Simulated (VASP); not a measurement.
An input for Quantum ESPRESSO's pw.x (written as the equivalent of a VASP run, and not itself run):

```
&CONTROL
  calculation = 'scf'
  pseudo_dir = './pseudo'
  outdir = './out'
  tprnfor = .true.
  tstress = .true.
/
&SYSTEM
  ibrav = 0
  nat = 2
  ntyp = 1
  ecutwfc = 36
  occupations = 'smearing'
  smearing = 'gaussian'
  degauss = 0.003675
  input_dft = 'pbesol'
/
&ELECTRONS
  conv_thr = 7.3e-09
  electron_maxstep = 100
/
ATOMIC_SPECIES
  Si 28.085 Si.upf
CELL_PARAMETERS angstrom
     0.0000000    2.6904189    2.6904189
     2.6904189    0.0000000    2.6904189
     2.6904189    2.6904189    0.0000000
ATOMIC_POSITIONS crystal
  Si   0.0000000  0.0000000  0.0000000
  Si   0.2500000  0.2500000  0.2500000
K_POINTS automatic
  8 8 8 0 0 0
```

Q: Translate this input to VASP (INCAR, KPOINTS, POSCAR, choice of POTCAR).

A: One answer among several that fit: 
File KPOINTS:
```
Automatic mesh
0
Gamma
8 8 8
0 0 0
```

### POSCAR
```
Si
1
    0.0000000000     2.6904188939     2.6904188939
    2.6904188939     0.0000000000     2.6904188939
    2.6904188939     2.6904188939     0.0000000000
Si
2
Direct
  0.0000000000   0.0000000000   0.0000000000
  0.2500000000   0.2500000000   0.2500000000
```

### INCAR
```
# general
SYSTEM  =  Si
PREC    =  Accurate
ENCUT   =  520   # plane-wave cut-off (eV)
LREAL   =  .False.   # projection in real space or not
LASPH   =  .True.   # aspherical one-centre terms

# electronic loop
EDIFF   =  1E-7
NELM    =  100
ALGO    =  Normal

# smearing
ISMEAR  =  0   # Gaussian
SIGMA   =  0.05   # width (eV)

# functional
GGA     =  PS   # PBEsol

# ions
ISIF    =  2

# output
LWAVE   =  .False.
LCHARG  =  .False.
```

POTCAR, in this order: Si (PBE.64 set). Program: vasp_std.

The two are equivalent in intent, not identical: the potentials are each code's own (VASP's PAW set, PseudoDojo norm-conserving files in pw.x), so ENCUT and ecutwfc are chosen apart and not converted; conv_thr bounds pw.x's estimated SCF error, while EDIFF bounds the energy change between steps.

The compound is Si in the diamond structure. This cell is one point of a volume scan, at 0.97 of the reference volume.
